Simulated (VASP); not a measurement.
# Ba4Si (Im-3m) in VASP: further runs

Aim: see how the results for Ba4Si move with the level of theory and the settings. Levels: PBE+D3, PBE+D3(BJ), PBE+D4, PBE+TS. Tasks: relaxation of cell and atoms.

Program: VASP 6.6.1. These are calculated values, not measurements. Logs are shortened: lines on timing, memory, paths and dates and some standing lists are left out, and cuts for length are marked.

## 1. Starting point

It takes space group Im-3m (No. 229, cubic). The conventional cell has a = 7.927 Å, b = 7.927 Å, c = 7.927 Å, α = 90.00°, β = 90.00°, γ = 90.00°. Around Ba (site symmetry -3m) lie 2 Si at 3.43 Å. Si (site symmetry m-3m) is surrounded by 8 Ba at 3.43 Å.

The cell was built by a generator and needn't be a form met in nature.

## 2. Relaxation of cell and atoms, PBE+D3

Input file INCAR:

```
SYSTEM = Ba4Si
PREC = Accurate ; ENCUT = 600
EDIFF = 1E-6 ; ISMEAR = -1
SIGMA = 0.05 ; LREAL = .FALSE.
LASPH = .TRUE. ; NELM = 100
ALGO = Normal ; ISIF = 3
LWAVE = .FALSE. ; LCHARG = .FALSE.
GGA = PE ; IVDW = 11
IBRION = 2 ; NSW = 60
EDIFFG = -0.02
```

Input file KPOINTS:

```
regular mesh
0
G
  4 4 4
  0 0 0
```

Input file POSCAR:

```
Ba4Si
1.0
   -3.9635100000      3.9635100000      3.9635100000
    3.9635100000     -3.9635100000      3.9635100000
    3.9635100000      3.9635100000     -3.9635100000
Ba Si
4 1
Direct
    0.5000000000      0.5000000000      0.5000000000
    0.5000000000      0.0000000000      0.0000000000
    0.0000000000      0.0000000000      0.5000000000
    0.0000000000      0.5000000000      0.0000000000
    0.0000000000      0.0000000000      0.0000000000
```

Potentials or basis: VASP PAW PBE potentials, release 64 (Ba_sv, Si).

Command:

```
cat potpaw_PBE.64/Ba_sv/POTCAR potpaw_PBE.64/Si/POTCAR > POTCAR
mpirun -np 1 vasp_std > vasp.out
```

OUTCAR:

```text
SYSTEM = Ba4Si
   PREC = Accurate
   ENCUT = 600
   EDIFF = 1E-6
   ISMEAR = -1
   LREAL = .FALSE.
   LASPH = .TRUE.
   NELM = 100
   ISIF = 3
   GGA = PE
   IVDW = 11
   IBRION = 2
   NSW = 60
   EDIFFG = -0.02
 IVDW          = 11

 ion  position               nearest neighbor table
   1  0.500  0.500  0.500-   5 3.43   5 3.43   4 3.96   2 3.96   2 3.96   4 3.96   3 3.96   3 3.96

   2  0.500  0.000  0.000-   5 3.43   5 3.43   4 3.96   1 3.96   1 3.96   3 3.96   3 3.96   4 3.96

   3  0.000  0.000  0.500-   5 3.43   5 3.43   4 3.96   1 3.96   2 3.96   4 3.96   2 3.96   1 3.96

   4  0.000  0.500  0.000-   5 3.43   5 3.43   3 3.96   1 3.96   2 3.96   3 3.96   1 3.96   2 3.96

   5  0.000  0.000  0.000-   1 3.43   2 3.43   3 3.43   4 3.43   3 3.43   4 3.43   2 3.43   1 3.43

  LATTYP: Found a body centered cubic cell.
 ALAT       =     7.9270200000

  Lattice vectors:

 A1 = (  -3.9635100000,   3.9635100000,   3.9635100000)
 A2 = (   3.9635100000,  -3.9635100000,   3.9635100000)
 A3 = (   3.9635100000,   3.9635100000,  -3.9635100000)

Analysis of symmetry for initial positions (statically):
=====================================================================
 Subroutine PRICEL returns:
 Original cell was already a primitive cell.

 Routine SETGRP: Setting up the symmetry group for a
 body centered cubic supercell.

 Subroutine GETGRP returns: Found 48 space group operations
 (whereof 48 operations were pure point group operations)
 out of a pool of 48 trial point group operations.

The static configuration has the point symmetry O_h .

Analysis of symmetry for dynamics (positions and initial velocities):
=====================================================================
 Subroutine PRICEL returns:
 Original cell was already a primitive cell.

 Routine SETGRP: Setting up the symmetry group for a
 body centered cubic supercell.

 Subroutine GETGRP returns: Found 48 space group operations
 (whereof 48 operations were pure point group operations)
 out of a pool of 48 trial point group operations.

The dynamic configuration has the point symmetry O_h .

 Subroutine INISYM returns: Found 48 space group operations
 (whereof 48 operations are pure point group operations),
 and found     1 'primitive' translations

----------------------------------------------------------------------------------------

                                     Primitive cell

  volume of cell :     249.0576

  direct lattice vectors                    reciprocal lattice vectors
    -3.963510000  3.963510000  3.963510000     0.000000000  0.126150811  0.126150811
     3.963510000 -3.963510000  3.963510000     0.126150811  0.000000000  0.126150811
     3.963510000  3.963510000 -3.963510000     0.126150811  0.126150811  0.000000000

  length of vectors
     6.865000696  6.865000696  6.865000696     0.178404187  0.178404187  0.178404187

  position of ions in fractional coordinates (direct lattice)
     0.500000000  0.500000000  0.500000000
     0.500000000  0.000000000  0.000000000
     0.000000000  0.000000000  0.500000000
     0.000000000  0.500000000  0.000000000
     0.000000000  0.000000000  0.000000000

  ion indices of the primitive-cell ions
   primitive index   ion index
                 1           1
                 2           2
                 3           3
                 4           4
                 5           5

----------------------------------------------------------------------------------------

 KPOINTS: regular mesh

Automatic generation of k-mesh.
 Grid dimensions read from file:
 generate k-points for:    4    4    4

 Generating k-lattice:

  Cartesian coordinates                     Fractional coordinates (reciprocal lattice)
     0.000000000  0.031537703  0.031537703     0.250000000  0.000000000  0.000000000
     0.031537703  0.000000000  0.031537703     0.000000000  0.250000000  0.000000000
     0.031537703  0.031537703  0.000000000     0.000000000  0.000000000  0.250000000

  Length of vectors
     0.044601047  0.044601047  0.044601047

  Shift w.r.t. Gamma in fractional coordinates (k-lattice)
     0.000000000  0.000000000  0.000000000

 Subroutine IBZKPT returns following result:
 ===========================================

 Found      8 irreducible k-points:

 Following reciprocal coordinates:
            Coordinates               Weight
  0.000000  0.000000  0.000000      1.000000
  0.250000  0.000000  0.000000     12.000000
  0.500000  0.000000  0.000000      6.000000
  0.250000  0.250000  0.000000     24.000000
  0.250000  0.250000  0.250000      2.000000
 -0.250000  0.250000  0.250000      6.000000
  0.500000  0.500000  0.250000     12.000000
  0.500000  0.500000  0.500000      1.000000
   k-points           NKPTS =      8   k-points in BZ     NKDIM =      8   number of bands    NBANDS=     26
   number of dos      NEDOS =    301   number of ions     NIONS =      5
   total plane-waves  NPLWV = 175616
[... 66 lines left out ...]

------------------------ aborting loop because EDIFF is reached ----------------------------------------

 Edisp (eV)   -0.73033

 E8    (eV) :    -0.4884

  FORCE on cell =-STRESS in cart. coord.  units (eV):
  Direction    XX          YY          ZZ          XY          YZ          ZX
  --------------------------------------------------------------------------------------
  -------------------------------------------------------------------------------------
  Total      -0.39343    -0.39343    -0.39343    -0.00000    -0.00000    -0.00000
  in kB      -2.53094    -2.53094    -2.53094    -0.00000    -0.00000    -0.00000
  external pressure =       -2.53 kB  Pullay stress =        0.00 kB

 VOLUME and BASIS-vectors are now :
 -----------------------------------------------------------------------------
  energy-cutoff  :      600.00
  volume of cell :      249.06
      direct lattice vectors                 reciprocal lattice vectors
    -3.963510000  3.963510000  3.963510000     0.000000000  0.126150811  0.126150811
     3.963510000 -3.963510000  3.963510000     0.126150811  0.000000000  0.126150811
     3.963510000  3.963510000 -3.963510000     0.126150811  0.126150811  0.000000000

 POSITION                                       TOTAL-FORCE (eV/Angst)
 -----------------------------------------------------------------------------------
      1.98175      1.98175      1.98175         0.000000     -0.000000      0.000000
     -1.98175      1.98175      1.98175        -0.000000     -0.000000     -0.000000
      1.98175      1.98175     -1.98175        -0.000000      0.000000     -0.000000
      1.98175     -1.98175      1.98175         0.000000     -0.000000      0.000000
      0.00000      0.00000      0.00000        -0.000000      0.000000     -0.000000
 -----------------------------------------------------------------------------------
    total drift:                                0.000000      0.000000     -0.000000
[... 34 lines left out ...]
 POSITION                                       TOTAL-FORCE (eV/Angst)
 -----------------------------------------------------------------------------------
      1.97423      1.97423      1.97423         0.000000      0.000000      0.000000
      5.92270      1.97423      1.97423         0.000000      0.000000      0.000000
      1.97423      1.97423      5.92270        -0.000000     -0.000000     -0.000000
      1.97423     -1.97423      1.97423        -0.000000     -0.000000      0.000000
      7.89693      0.00000      0.00000         0.000000     -0.000000     -0.000000
 -----------------------------------------------------------------------------------
    total drift:                                0.000000      0.000000     -0.000000

  FREE ENERGIE OF THE ION-ELECTRON SYSTEM (eV)
  ---------------------------------------------------
  free  energy   TOTEN  =       -13.8374883979 eV

  energy  without entropy=      -13.7892273668  energy(sigma->0) =      -13.81335788

--------------------------------------- Ionic step        3  -------------------------------------------

 number of electron      44.0000000 magnetization

 Free energy of the ion-electron system (eV)
  ---------------------------------------------------
  ext. energy  EPLUGINS =         0.00000000
  ---------------------------------------------------
  free energy    TOTEN  =       -13.09773725 eV

  energy without entropy =      -13.04989703  energy(sigma->0) =      -13.07381714

 E-fermi :   2.2627     XC(G=0):  -7.8718

 val. band max:        2.1805344475   @ k =   0.2500   0.2500   0.0000
 cond. band min:       2.2641528328   @ k =   0.2500   0.2500   0.2500
 fundamental gap:      0.0836183853
 Fermi energy:         2.2626942420

 k-point     1 :       0.0000    0.0000    0.0000
  band No.  band energies     occupation
      1     -26.5947      2.00000
      2     -26.4727      2.00000
      3     -26.4727      2.00000
      4     -26.4727      2.00000
      5     -12.1260      2.00000
      6     -12.1260      2.00000
[... 18 lines left out ...]
     25       2.3671      0.22046
     26       2.9947      0.00000

 k-point     2 :       0.2500    0.0000    0.0000
  band No.  band energies     occupation
      1     -26.5768      2.00000
      2     -26.4905      2.00000
      3     -26.4731      2.00000
      4     -26.4731      2.00000
      5     -12.1066      2.00000
      6     -12.1041      2.00000
[... 209 lines left out ...]
 VOLUME and BASIS-vectors are now :
 -----------------------------------------------------------------------------
  energy-cutoff  :      600.00
  volume of cell :      245.11
      direct lattice vectors                 reciprocal lattice vectors
    -3.942435703  3.942435703  3.942435703     0.000000000  0.126825150  0.126825150
     3.942435703 -3.942435703  3.942435703     0.126825150  0.000000000  0.126825150
     3.942435703  3.942435703 -3.942435703     0.126825150  0.126825150  0.000000000

 POSITION                                       TOTAL-FORCE (eV/Angst)
 -----------------------------------------------------------------------------------
      1.97122      1.97122      1.97122        -0.000000     -0.000000      0.000000
     -1.97122      1.97122      1.97122        -0.000000      0.000000     -0.000000
      1.97122      1.97122     -1.97122        -0.000000      0.000000     -0.000000
      1.97122     -1.97122      1.97122         0.000000      0.000000     -0.000000
     -0.00000      0.00000      0.00000         0.000000     -0.000000      0.000000
 -----------------------------------------------------------------------------------
    total drift:                                0.000000      0.000000     -0.000000

  FREE ENERGIE OF THE ION-ELECTRON SYSTEM (eV)
  ---------------------------------------------------
  free  energy   TOTEN  =       -13.8377705742 eV

  energy  without entropy=      -13.7899303501  energy(sigma->0) =      -13.81385046

 reached required accuracy - stopping structural energy minimisation
```

Run time: 2.1 min. Hardware: 1 thread of Intel Xeon Platinum 8488C (Sapphire Rapids), shared host; peak memory 0.44 GiB.

What came out:

```
Free energy                            : -13.8378 eV
Relaxed volume                         : 49.02 Å³/atom
Relaxed cell                           : a = 6.828 Å, b = 6.828 Å, c = 6.828 Å, α = 109.47°, β = 109.47°, γ = 109.47°
Space group after relaxing (to 0.05 Å) : Im-3m (No. 229)
Energy gained by relaxing              : 0.6 meV/atom
Ionic steps                            : 3
Pressure after relaxing                : 0.0 GPa
Band gap on the k mesh                 : none (metal or under the smearing width)
Dispersion energy per atom             : -0.148 eV
```

The path:
| step | energy change (eV) | largest force (eV/Å) | pressure (GPa) | volume (Å³) |
| --- | --- | --- | --- | --- |
| 1 | 0.0000 | 0.0000 | -0.25 | 249.06 |
| 2 | -0.0029 | 0.0000 | -0.08 | 246.23 |
| 3 | -0.0032 | 0.0000 | 0.00 | 245.11 |

Final structure:
```
Ba Si
1.0
    -3.94244    3.94244    3.94244
     3.94244   -3.94244    3.94244
     3.94244    3.94244   -3.94244
Ba Si
4 1
Direct
  0.50000 0.50000 0.50000
  0.50000 0.00000 0.00000
  0.00000 0.00000 0.50000
  0.00000 0.50000 0.00000
  0.00000 0.00000 0.00000
```

Caveat: pairwise dispersion overbinds metals, which lowers pressure and volume.

(Part 1 of 2 ends here.)
